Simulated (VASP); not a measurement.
Calculation: revPBE GGA, VASP's PBE PAW potentials (set 64) (plane waves; VASP).

The input files of a VASP run:

### KPOINTS
```
Automatic mesh
0
Gamma
13 13 7
0 0 0
```

File POSCAR:
```
Tl
1
    1.8139702184    -3.1418886996    -0.0000000000
    1.8139702184     3.1418886996     0.0000000000
   -0.0000000000    -0.0000000000     5.7691144858
Tl
2
Direct
  0.3333330000   0.6666670000   0.2500000000
  0.6666670000   0.3333330000   0.7500000000
```

**INCAR**
```
! general
SYSTEM  = Tl
PREC    = Accurate
ENCUT   = 520   ! plane-wave cut-off (eV)
LREAL   = F   ! projection in real space or not
LASPH   = T   ! aspherical one-centre terms

! electronic loop
EDIFF   = 1E-7
NELM    = 100   ! most electronic steps
ALGO    = Normal
LMAXMIX = 4   ! l cut-off of mixed one-centre charges

! smearing
ISMEAR  = -5   ! tetrahedra, Bloechl

! functional
GGA     = RE

! ions
ISIF    = 2   ! forces and stress, cell fixed

! output
LWAVE   = F
LCHARG  = T
LORBIT  = 11   ! lm-projected
NEDOS   = 601
```

POTCAR, in this order: Tl_d (PBE.64 set). Program: vasp_std.

The resulting files:

File OSZICAR:
```
       N       E                     dE             d eps       ncg     rms          rms(c)
DAV:   1     0.128125044358E+03    0.12813E+03   -0.14297E+04  2872   0.142E+03
DAV:   2    -0.154408055939E+01   -0.12967E+03   -0.12825E+03  3016   0.289E+02
DAV:   3    -0.381286094080E+01   -0.22688E+01   -0.22590E+01  3366   0.339E+01
DAV:   4    -0.382974038576E+01   -0.16879E-01   -0.16950E-01  3200   0.276E+00
DAV:   5    -0.382995310340E+01   -0.21272E-03   -0.21591E-03  3309   0.329E-01    0.203E+00
DAV:   6    -0.380780035501E+01    0.22153E-01   -0.46879E-02  3065   0.176E+00    0.147E+00
DAV:   7    -0.380482966271E+01    0.29707E-02   -0.23049E-02  2958   0.124E+00    0.519E-01
DAV:   8    -0.380475987708E+01    0.69786E-04   -0.17905E-03  2958   0.337E-01    0.292E-02
DAV:   9    -0.380477870492E+01   -0.18828E-04   -0.23626E-05  3322   0.437E-02    0.143E-02
DAV:  10    -0.380478634211E+01   -0.76372E-05   -0.90203E-06  2983   0.257E-02    0.132E-03
DAV:  11    -0.380478661510E+01   -0.27298E-06   -0.22800E-07  2602   0.315E-03    0.536E-04
DAV:  12    -0.380478667903E+01   -0.63936E-07   -0.28023E-08  1549   0.140E-03
   1 F= -.38047867E+01 E0= -.38047867E+01  d E =0.000000E+00
```

OUTCAR:
```
------------------------ aborting loop because EDIFF is reached ----------------------------------------
  FORCE on cell =-STRESS in cart. coord.  units (eV):
  Direction    XX          YY          ZZ          XY          YZ          ZX
  --------------------------------------------------------------------------------------
  Total        0.0727678      0.0727678     -0.1280567      0.0000000     -0.0000000      0.0000000
  in kB        1.7729231      1.7729232     -3.1199868      0.0000000     -0.0000000      0.0000000
  external PRESSURE =       0.1419531 kB  Pullay stress =       0.0000000 kB
  volume of cell :       65.76
      direct lattice vectors                 reciprocal lattice vectors
     1.813970218 -3.141888700  0.000000000     0.275638483 -0.159139947  0.000000000
     1.813970218  3.141888700  0.000000000     0.275638483  0.159139947  0.000000000
     0.000000000  0.000000000  5.769114486     0.000000000  0.000000000  0.173336827
 POSITION                                       TOTAL-FORCE (eV/Angst)
 -----------------------------------------------------------------------------------
      1.81397      1.04730      1.44228         0.000000     -0.000000      0.000000
      1.81397     -1.04730      4.32684        -0.000000      0.000000      0.000000
 -----------------------------------------------------------------------------------
    total drift:                                0.000024      0.000490      0.000011
  FREE ENERGIE OF THE ION-ELECTRON SYSTEM (eV)
  ---------------------------------------------------
  free  energy   TOTEN  =        -3.8047866790 eV

  energy  without entropy=       -3.8047866790  energy(sigma->0) =       -3.80478668

 total charge

# of ion       s       p       d       tot
------------------------------------------
    1        1.196   0.340   9.640  11.176
    2        1.196   0.340   9.640  11.176
--------------------------------------------------
tot          2.391   0.680  19.280  22.351
```
(Selected blocks of OUTCAR.)

OUTCAR:
```
 val. band max:        5.7195793421   @ k =   0.2308   0.2308   0.0000

 cond. band min:       5.3413405751   @ k =   0.3077   0.0769   0.0000


 Fermi energy:         5.3821325901

 k-point     1 :       0.0000    0.0000    0.0000
  band No.  band energies     occupation
      1      -6.2870      2.00000
      2      -6.1605      2.00000
      3      -6.1520      2.00000
      4      -6.1520      2.00000
      5      -6.1165      2.00000
      6      -6.1165      2.00000
      7      -6.0775      2.00000
      8      -6.0775      2.00000
      9      -5.8358      2.00000
     10      -5.8358      2.00000
     11      -3.8382      2.00000
     12       0.1975      2.00000
     13       3.0387      2.00000
     14      12.3641      0.00000
     15      12.3641      0.00000
     16      14.1686      0.00000
     17      14.1687      0.00000

 k-point     2 :       0.0769   -0.0000    0.0000
  band No.  band energies     occupation
      1      -6.2759      2.00000
      2      -6.1808      2.00000
      3      -6.1346      2.00000
      4      -6.1271      2.00000
      5      -6.1155      2.00000
      6      -6.1001      2.00000
      7      -6.0867      2.00000
      8      -6.0853      2.00000
      9      -5.8508      2.00000
     10      -5.8325      2.00000
     11      -3.7411      2.00000
     12       0.2627      2.00000
     13       3.1600      2.00000
     14      11.2156      0.00000
     15      11.9259      0.00000
     16      13.3360      0.00000
     17      14.3788      0.00000

 k-point     3 :       0.1538    0.0000    0.0000
  band No.  band energies     occupation
      1      -6.2692      2.00000
      2      -6.1860      2.00000
      3      -6.1220      2.00000
      4      -6.1144      2.00000
      5      -6.1058      2.00000
      6      -6.0861      2.00000
      7      -6.0788      2.00000
      8      -6.0540      2.00000
      9      -5.8894      2.00000
     10      -5.8246      2.00000
     11      -3.4473      2.00000
...
```

For a metal the tetrahedron method with Blöchl corrections gives inexact stress and forces. Unless said otherwise, spin-orbit coupling is left out, though it shifts the bands of the heavy elements here.

The compound is Tl in the hcp structure. It was relaxed first, which changed the volume by +15 %.
